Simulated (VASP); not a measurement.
Input:

```xyz
2
Lattice="0.0000 3.0228 3.0228 3.0228 0.0000 3.0228 3.0228 3.0228 0.0000" Properties=species:S:1:pos:R:3 pbc="T T T"
Ca     0.0000     0.0000     0.0000
Se     3.0228     3.0228     3.0228
```

Method: RPBE GGA, VASP's PBE PAW potentials (set 64) (plane waves; VASP 6.6.1). Settings: 520 eV cut-off, 7×7×7 Γ-centred mesh, Gaussian smearing of 0.050 eV, potentials Ca_sv Se.

Question: What does the run give for the energy per atom (σ→0)?

Answer: 
The energy per atom (σ→0) comes out as -4.455 eV/atom.

The compound is CaSe in the rock salt structure. It was relaxed first, which changed the volume by +7 %. The start is the result of an earlier pass.
